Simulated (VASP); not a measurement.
Calculation: LDA (Ceperley-Alder, Perdew-Zunger), VASP's LDA PAW potentials (set 64) (plane waves; VASP).

Input for VASP

KPOINTS:
```
Automatic mesh
0
Gamma
8 8 8
0 0 0
```

INCAR:
```
SYSTEM = GaAs
EDIFF = 1E-6   ! SCF stop (eV)
ISIF = 2
LCHARG = .FALSE.
LASPH = .TRUE.
PREC = Accurate
ISMEAR = -1   ! Fermi-Dirac
LMAXMIX = 4   ! l cut-off of mixed one-centre charges
LREAL = .FALSE.   ! projection in real space or not
NELM = 100   ! most electronic steps
SIGMA = 0.1   ! width (eV)
LWAVE = .FALSE.
ALGO = Normal
ENCUT = 210   ! plane-wave cut-off (eV)
```

POSCAR:
```
GaAs
2.8972280
  0.0000000000   1.0000000000   1.0000000000
  1.0000000000   0.0000000000   1.0000000000
  1.0000000000   1.0000000000   0.0000000000
Ga As
1 1
Cart
  0.0000000000   0.0000000000   0.0000000000
  0.5000000000   0.5000000000   0.5000000000
```

POTCAR, in this order: Ga_d As (LDA.64 set). Program: vasp_std.

What VASP printed:

OSZICAR:
```
       N       E                     dE             d eps       ncg     rms          rms(c)
DAV:   1     0.515193426348E+02    0.51519E+02   -0.62109E+03   764   0.103E+03
DAV:   2    -0.675652325135E+01   -0.58276E+02   -0.56951E+02   904   0.207E+02
DAV:   3    -0.955368886334E+01   -0.27972E+01   -0.27925E+01   859   0.465E+01
DAV:   4    -0.958427311279E+01   -0.30584E-01   -0.30576E-01   929   0.504E+00
DAV:   5    -0.958478399890E+01   -0.51089E-03   -0.51088E-03   875   0.519E-01    0.286E+00
DAV:   6    -0.937620770527E+01    0.20858E+00   -0.42216E-01  1161   0.118E+01    0.160E+00
DAV:   7    -0.934444587220E+01    0.31762E-01   -0.65248E-02  1158   0.264E+00    0.567E-01
DAV:   8    -0.934007903270E+01    0.43668E-02   -0.10450E-02   839   0.109E+00    0.636E-02
DAV:   9    -0.934013223672E+01   -0.53204E-04   -0.59631E-04   887   0.328E-01    0.474E-02
DAV:  10    -0.934014087167E+01   -0.86350E-05   -0.31218E-05   859   0.446E-02    0.237E-02
DAV:  11    -0.934014466263E+01   -0.37910E-05   -0.87673E-06   867   0.482E-02    0.241E-03
DAV:  12    -0.934014447671E+01    0.18592E-06   -0.86035E-07   492   0.839E-03
   1 F= -.93401445E+01 E0= -.93392589E+01  d E =-.177111E-02
```

**OUTCAR**
```
------------------------ aborting loop because EDIFF is reached ----------------------------------------
  FORCE on cell =-STRESS in cart. coord.  units (eV):
  Direction    XX          YY          ZZ          XY          YZ          ZX
  --------------------------------------------------------------------------------------
  Total       -7.2397539     -7.2397539     -7.2397539     -0.0000000      0.0000000      0.0000000
  in kB     -238.4824202   -238.4824202   -238.4824202     -0.0000000      0.0000000      0.0000000
  external PRESSURE =    -238.4824202 kB  Pullay stress =       0.0000000 kB
  volume of cell :       48.64
      direct lattice vectors                 reciprocal lattice vectors
     0.000000000  2.897228000  2.897228000    -0.172578755  0.172578755  0.172578755
     2.897228000  0.000000000  2.897228000     0.172578755 -0.172578755  0.172578755
     2.897228000  2.897228000  0.000000000     0.172578755  0.172578755 -0.172578755
  FREE ENERGIE OF THE ION-ELECTRON SYSTEM (eV)
  ---------------------------------------------------
  free  energy   TOTEN  =        -9.3401444767 eV

  energy  without entropy=       -9.3383733644  energy(sigma->0) =       -9.33925892
```
(Selected blocks of OUTCAR.)

At this cut-off the stress carries a Pulay error, which pulls relaxed volumes low.

The structure comes from a computed database's GaAs entry; how it stands against other phases isn't given here. The cell was not relaxed at this level. The run is one of a series of settings (ENCUT = 210, GGA removed, KPOINTS 8×8×8 Γ-centred mesh, POTCAR Ga_d As (LDA.64 set) against the base run), some of them coarse on purpose.
